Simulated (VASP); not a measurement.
VASP runs on ZrO2 (fluorite) share one base input (PBE GGA, plane waves, VASP's PBE PAW potentials (set 64)) and change the settings named in each case.

### KPOINTS
```
Automatic mesh
0
Gamma
7 7 7
0 0 0
```

**POSCAR**
```
ZrO2
1
    0.0000000000     2.5959000000     2.5959000000
    2.5959000000     0.0000000000     2.5959000000
    2.5959000000     2.5959000000     0.0000000000
Zr O
1 2
Direct
  0.0000000000   0.0000000000   0.0000000000
  0.2500000000   0.2500000000   0.2500000000
  0.7500000000   0.7500000000   0.7500000000
```

**INCAR**
```
ALGO  =  Normal
EDIFF  =  1E-6
ENCUT  =  520
GGA  =  PE
ISIF  =  2
ISMEAR  =  0
LASPH  =  .TRUE.
LCHARG  =  .FALSE.
LMAXMIX  =  4
LREAL  =  .FALSE.
LWAVE  =  .FALSE.
NELM  =  100
PREC  =  Accurate
SIGMA  =  0.05
SYSTEM  =  ZrO2
```

POTCAR, in this order: Zr_sv O (PBE.64 set). Program: vasp_std.

| change | E(σ→0) (eV/atom) | pressure (GPa) | irreducible k-points |
|---|---|---|---|
| base run | -9.5089 | -9.27 | 20 |
| KPOINTS 2×2×2 Monkhorst-Pack mesh | -9.5305 | -9.72 | 2 |
| KPOINTS 3×3×3 Monkhorst-Pack mesh | -9.5073 | -9.30 | 4 |
| KPOINTS 4×4×4 Monkhorst-Pack mesh | -9.5090 | -9.29 | 10 |
| KPOINTS 5×5×5 Monkhorst-Pack mesh | -9.5088 | -9.28 | 10 |

Left out are runs that ran out of time, are held back, or changed the cell or the kind of run, fixed moments of cells without a moment, rows past the twelfth, gaps on odd meshes, pressures of charged cells and columns that move by less than the noise.

The compound is ZrO2 in the fluorite structure, the high-temperature cubic form, which is unstable at 0 K; the monoclinic form is the stable one. The cell was not relaxed at this level.
